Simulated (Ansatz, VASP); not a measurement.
This is a calculation of YCu2S2 for VASP 6.6.1. Atoms were shifted at random by some hundredths of an Å from the given cell, which wasn't relaxed again for these runs. The cell comes from a database or a generator and needn't be the stable form of this composition.

INCAR

```
SYSTEM = YCu2S2
PREC = Accurate ; ENCUT = 520
EDIFF = 1E-7 ; ISMEAR = -1
SIGMA = 0.05 ; LREAL = .FALSE.
LASPH = .TRUE. ; NELM = 80
ALGO = Normal ; ISIF = 2
LWAVE = .FALSE. ; LCHARG = .TRUE.
GGA = PE ; LELF = .TRUE.
LVHAR = .TRUE. ; NBANDS = 30
```

The input KPOINTS:

```
regular mesh
0
G
  8 8 4
  0 0 0
```

POSCAR

```
YCu2S2
1.0
    3.9274043162      0.0000000000      0.0000000000
   -1.9637021581      3.4012319087      0.0000000000
    0.0000000000      0.0000000000      6.4141120000
Y Cu S
1 2 2
Direct
   -0.0126260000     -0.0064330000      0.0019530000
    0.3285810000      0.6641520000      0.3371090000
    0.6767740000      0.3365920000      0.6638030000
    0.3331450000      0.6618850000      0.7338420000
    0.6761830000      0.3355740000      0.2696690000
```

Potentials or basis: VASP PAW PBE potentials, release 64 (Y_sv, Cu, S).

The run is started by

```sh
$ cat potpaw_PBE.64/Y_sv/POTCAR potpaw_PBE.64/Cu/POTCAR potpaw_PBE.64/S/POTCAR > POTCAR
$ mpirun -np 1 vasp_std > vasp.out
```

Task: Set up the same calculation for Ansatz 0.2.0. Potentials or basis there: Ansatz PAW, cutoff 420 eV.

Result: As run (cutoffs and basis follow the program's own potentials, and thresholds, step limits or extra output files can differ):

Contents of input.yaml:

```yaml
crystal:
  lattice:
    - [3.9274043162, 0.0, 0.0]
    - [-1.9637021581, 3.4012319087, 0.0]
    - [0.0, 0.0, 6.414112]
  atoms:
    - { symbol: "Y", position: [-0.012626, -0.006433, 0.001953] }
    - { symbol: Cu, position: [0.328581, 0.664152, 0.337109] }
    - { symbol: Cu, position: [0.676774, 0.336592, 0.663803] }
    - { symbol: S, position: [0.333145, 0.661885, 0.733842] }
    - { symbol: S, position: [0.676183, 0.335574, 0.269669] }
hamiltonian:
  xc: pbe
  pseudopotentials: { kind: paw }
kpoints:
  mp_grid: { grid: [8, 8, 4] }
scf:
  occupations: { method: fermi_dirac, width: 0.05 }
output:
  forces: true
  stress: true
  eigenvalues: true
  write_density: true
  write_potential: true
  elf: true
  volumetric_format: npy
```

Potentials or basis: Ansatz PAW.

Run with:

```sh
$ ansatz run input.yaml --threads 2 --pin off --max-ram 5120MiB --backend cpu --events-out ev --progress --plain --runs-dir out
```

Both were run:

|  | VASP | Ansatz |
| --- | --- | --- |
| Pressure | 0.6 GPa | 0.6 GPa |
| Largest force | 0.397 eV/Å | 0.395 eV/Å |

Ansatz's pressure holds a Pulay term of +0.05 GPa for its cutoff of 420 eV, which the other run lacks.

The potentials hold 45 and 61 valence electrons a cell.

Where Ansatz's input types no cutoff or centring, it takes its own default and a Γ-centred mesh.

Pressure is positive in compression.
